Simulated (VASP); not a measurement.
Consider the following.

```
LiH
1.0
    0.00000     2.02027     2.02027
    2.02027     0.00000     2.02027
    2.02027     2.02027     0.00000
Li H
1 1
Direct
  0.00000   0.00000   0.00000
  0.50000   0.50000   0.50000
```

Method: PW91 GGA, VASP's PBE PAW potentials (set 64) (plane waves; VASP). Settings: 520 eV cut-off, 11×11×11 Γ-centred mesh, Gaussian smearing of 0.050 eV, potentials Li_sv H.

Q: Give the stress tensor in GPa (positive for a compressed cell).

A: 
```
-1.05   0.00   0.00
 0.00  -1.05   0.00
 0.00   0.00  -1.05
```
The pressure is its mean diagonal, -1.05 GPa.

The compound is LiH in the rock salt structure. This cell is one point of a volume scan, at 1.03 of the reference volume.
